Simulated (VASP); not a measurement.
# FeC23 (a cell with a defect) in VASP: a series of runs, part 3 of 3

VASP 6.6.1.

### Step 5. Single point, PBEsol+U, collinear spin, ferromagnetic start

INCAR

```
PREC = Accurate
ENCUT = 450
EDIFF = 1E-5
ISMEAR = 0
SIGMA = 0.03
LREAL = Auto
LASPH = T
NELM = 120
ALGO = Normal
ISIF = 2
LWAVE = F
LCHARG = F
ISPIN = 2
MAGMOM = 4 0 0 0 0 0 0 0 0 0 0 0 0 0 0 0 0 0 0 0 0 0 0 0
LORBIT = 11
LMAXMIX = 4
LDAU = T
LDAUTYPE = 2
LDAUL = 2 -1
LDAUU = 4 0
LDAUJ = 0 0
LDAUPRINT = 1
GGA = PS
NBANDS = 72
KPAR = 4
```

KPOINTS

```
Automatic mesh
0
Gamma
  3 4 4
```

POSCAR

```
FeC23
1.0
    0.0000000000      5.3503200000      5.3503200000
    3.5668800000      0.0000000000      3.5668800000
    3.5668800000      3.5668800000      0.0000000000
Fe C
1 23
Direct
    0.0000000000      0.0000000000      0.0000000000
    0.0000000000      0.0000000000      0.5000000000
    0.0000000000      0.5000000000      0.0000000000
    0.0000000000      0.5000000000      0.5000000000
    0.3333330000      0.0000000000      0.0000000000
    0.3333330000      0.0000000000      0.5000000000
    0.3333330000      0.5000000000      0.0000000000
    0.3333330000      0.5000000000      0.5000000000
    0.6666670000      0.0000000000      0.0000000000
    0.6666670000      0.0000000000      0.5000000000
    0.6666670000      0.5000000000      0.0000000000
    0.6666670000      0.5000000000      0.5000000000
    0.0833333333      0.1250000000      0.1250000000
    0.0833333333      0.1250000000      0.6250000000
    0.0833333333      0.6250000000      0.1250000000
    0.0833333333      0.6250000000      0.6250000000
    0.4166663333      0.1250000000      0.1250000000
    0.4166663333      0.1250000000      0.6250000000
    0.4166663333      0.6250000000      0.1250000000
    0.4166663333      0.6250000000      0.6250000000
    0.7500003333      0.1250000000      0.1250000000
    0.7500003333      0.1250000000      0.6250000000
    0.7500003333      0.6250000000      0.1250000000
    0.7500003333      0.6250000000      0.6250000000
```

Run with:

```
$ cat potpaw_PBE.64/Fe/POTCAR potpaw_PBE.64/C/POTCAR > POTCAR
$ mpirun -np 4 vasp_std > vasp.out
```

Wall time 3.1 min (4 MPI ranks of Intel Xeon Platinum 8559C (Emerald Rapids), shared host); peak memory 0.4 GiB.

The run converged. Its results:

- Free energy: -217.3753 eV
- Largest force: 10.121 eV/Å
- Band gap on the k mesh: 2.20 eV, indirect (least direct gap 2.26 eV)
- Net moment: 0.00 μB per cell
- Valence electrons inside the program's atomic spheres: Fe 10.46; C 2.57, 2.66, 2.56, 2.67

Forces in eV/Å, atoms in the order of the input:
```
Fe  -0.035  0.044  0.044
C    0.000 -0.001 -0.509
C    0.000 -0.509 -0.001
C    0.513 -0.001 -0.001
C   -0.214  0.240  0.240
C   -0.272  0.234  0.279
C   -0.272  0.279  0.234
C    0.012 -0.024 -0.024
C   -0.283 -0.173 -0.173
C    0.241  0.214 -0.224
C    0.241 -0.224  0.214
C   -0.044  0.028  0.028
C    5.628  5.730  5.730
C   -5.745 -5.614  5.742
C   -5.745  5.742 -5.614
C   -0.015  0.015  0.015
C   -0.042  0.013  0.013
C    0.069 -0.031  0.005
C    0.069  0.005 -0.031
C   -0.098  0.028  0.028
C    5.840 -5.845 -5.845
C    0.040 -0.034 -0.057
C    0.040 -0.057 -0.034
C    0.071 -0.056 -0.056
```

Levels at points of the mesh, in eV from the valence-band top:
Spin up:
```
           k point  band 46  band 47  band 48  band 49  band 50  band 51  band 52  band 53  band 54  band 55
(0.00, 0.00, 0.00)    -1.11    -0.99    -0.94    -0.71    -0.69     3.72     4.49     4.54     5.06     5.09
(0.00, 0.50, 0.00)    -2.42    -1.78    -1.65    -0.57    -0.10     2.20     3.46     4.12     5.06     5.32
(0.00, 0.50, 0.50)    -2.59    -2.28    -1.88    -0.71     0.00     2.26     3.55     4.10     4.59     4.98
```
Spin down:
| k point | band 47 | band 48 | band 49 | band 50 | band 51 | band 52 | band 53 | band 54 |
| --- | --- | --- | --- | --- | --- | --- | --- | --- |
| (0.00, 0.00, 0.00) | -0.99 | -0.94 | -0.71 | -0.69 | 3.72 | 4.50 | 4.54 | 5.06 |
| (0.00, 0.50, 0.00) | -1.78 | -1.65 | -0.57 | -0.10 | 2.20 | 3.46 | 4.12 | 5.06 |
| (0.00, 0.50, 0.50) | -2.28 | -1.88 | -0.71 | 0.00 | 2.26 | 3.55 | 4.10 | 4.59 |

Eigenvalues of the final occupation matrices:
```tsv
site	spin	trace	eigenvalues
site 1 d	1	4.22	0.78 0.78 0.78 0.94 0.94
site 1 d	2	4.22	0.78 0.78 0.78 0.94 0.94
```

Caveat: the cutoff is under 1.25 times the usual one of these potentials, so pressure, stress and relaxed cells hold a basis-set (Pulay) error; the starting moments collapsed, and a magnetic state may lie lower; the PAW data sets were made with another functional, which shifts forces and pressure a little; the U is typed as a test and isn't derived for this compound. The state reached can hang on the start; a lower one may exist.

### Step 6. Single point, PBEsol+U, collinear spin, ferromagnetic start

Edit INCAR of step 5 so:

```diff
@@ -13,3 +13,3 @@
 ISPIN = 2
-MAGMOM = 4 0 0 0 0 0 0 0 0 0 0 0 0 0 0 0 0 0 0 0 0 0 0 0
+MAGMOM = 0.4 0 0 0 0 0 0 0 0 0 0 0 0 0 0 0 0 0 0 0 0 0 0 0
 LORBIT = 11
```

KPOINTS is that of step 5.

POSCAR is that of step 5.

Potentials or basis: VASP PAW PBE potentials, release 64 (Fe, C).

Run with:

```
$ cat potpaw_PBE.64/Fe/POTCAR potpaw_PBE.64/C/POTCAR > POTCAR
$ mpirun -np 4 vasp_std > vasp.out
```

Run time: 3.2 min. Hardware: 4 MPI ranks of Intel Xeon Platinum 8559C (Emerald Rapids), shared host; peak memory 0.4 GiB.

Results (log left out):

| Quantity | Value |
| --- | --- |
| Free energy | -217.3753 eV |
| Largest force | 10.122 eV/Å |
| Band gap on the k mesh | 2.20 eV, indirect (least direct gap 2.26 eV) |
| Net moment | 0.00 μB per cell |
| Valence electrons inside the program's atomic spheres | Fe 10.46; C 2.57, 2.66, 2.56, 2.67 |

Forces in eV/Å, atoms in the order of the input:
```
Fe  -0.035  0.044  0.044
C    0.000 -0.001 -0.507
C    0.000 -0.507 -0.001
C    0.511 -0.001 -0.001
C   -0.212  0.240  0.240
C   -0.271  0.232  0.279
C   -0.271  0.279  0.232
C    0.012 -0.024 -0.024
C   -0.283 -0.173 -0.173
C    0.241  0.213 -0.224
C    0.241 -0.224  0.213
C   -0.044  0.028  0.028
C    5.629  5.731  5.731
C   -5.746 -5.615  5.742
C   -5.746  5.742 -5.615
C   -0.016  0.015  0.015
C   -0.042  0.013  0.013
C    0.069 -0.031  0.004
C    0.069  0.004 -0.031
C   -0.098  0.028  0.028
C    5.840 -5.846 -5.846
C    0.040 -0.034 -0.057
C    0.040 -0.057 -0.034
C    0.071 -0.056 -0.056
```

Levels at points of the mesh, in eV from the valence-band top:
Spin up:
| k point | band 48 | band 49 | band 50 | band 51 | band 52 | band 53 |
| --- | --- | --- | --- | --- | --- | --- |
| (0.00, 0.00, 0.00) | -0.94 | -0.71 | -0.69 | 3.72 | 4.49 | 4.54 |
| (0.00, 0.50, 0.00) | -1.65 | -0.57 | -0.10 | 2.20 | 3.46 | 4.12 |
| (0.00, 0.50, 0.50) | -1.89 | -0.71 | 0.00 | 2.26 | 3.55 | 4.10 |
Spin down:
| k point | band 46 | band 47 | band 48 | band 49 | band 50 | band 51 | band 52 | band 53 | band 54 | band 55 |
| --- | --- | --- | --- | --- | --- | --- | --- | --- | --- | --- |
| (0.00, 0.00, 0.00) | -1.11 | -0.99 | -0.94 | -0.71 | -0.69 | 3.72 | 4.49 | 4.54 | 5.06 | 5.08 |
| (0.00, 0.50, 0.00) | -2.42 | -1.78 | -1.65 | -0.57 | -0.10 | 2.20 | 3.46 | 4.12 | 5.05 | 5.32 |
| (0.00, 0.50, 0.50) | -2.59 | -2.28 | -1.89 | -0.71 | 0.00 | 2.26 | 3.55 | 4.10 | 4.58 | 4.98 |

Eigenvalues of the final occupation matrices:
| site | spin | trace | eigenvalues |
| --- | --- | --- | --- |
| site 1 d | 1 | 4.22 | 0.78 0.78 0.78 0.94 0.94 |
| site 1 d | 2 | 4.22 | 0.78 0.78 0.78 0.94 0.94 |

Caveat: the cutoff is under 1.25 times the usual one of these potentials, so pressure, stress and relaxed cells hold a basis-set (Pulay) error; the PAW data sets were made with another functional, which shifts forces and pressure a little; the U is typed as a test and isn't derived for this compound.

### Step 7. Overview

| spin | U | fixed moment (μB) | cell | k mesh | mesh quality | moment (μB) | largest force (eV/Å) |
| --- | --- | --- | --- | --- | --- | --- | --- |
| collinear, zero start | Fe d U = 6 eV | 0 | P1, 5.67 Å³/atom | 3 × 4 × 4 | coarse | 0.00 | 0.32 |
| collinear, zero start | Fe d U = 4 eV | 0 | P1, 5.67 Å³/atom | 3 × 5 × 5 | not flagged | 0.00 | 0.04 |
| collinear, ferromagnetic start | Fe d U = 4 eV | 4 | P1, 5.67 Å³/atom | 3 × 4 × 4 | coarse | 4.00 | 3.22 |
| collinear, ferromagnetic start | Fe d U = 4 eV | - | Cm, 5.67 Å³/atom | 3 × 4 × 4 | not flagged | 0.00 | 10.12 |

Some of these runs hold the atoms at other places in the same cell, which the table doesn't show; runs alike in all that it shows share one row.

Alike in all rows: task single point; level PBEsol+U; potentials or basis VASP PAW PBE potentials, release 64 (Fe, C); cutoff (eV) 450; smearing gaussian 0.03 eV.

Caveats: some runs use coarse meshes; the cutoff is under 1.25 times the usual one of these potentials, so pressure, stress and relaxed cells hold a basis-set (Pulay) error; the PAW data sets were made with another functional, which shifts forces and pressure a little; the U is typed as a test and isn't derived for this compound; the total moment is fixed, so each spin has its own Fermi level (some runs).

Absolute energies hang on the potentials; compare differences alone.
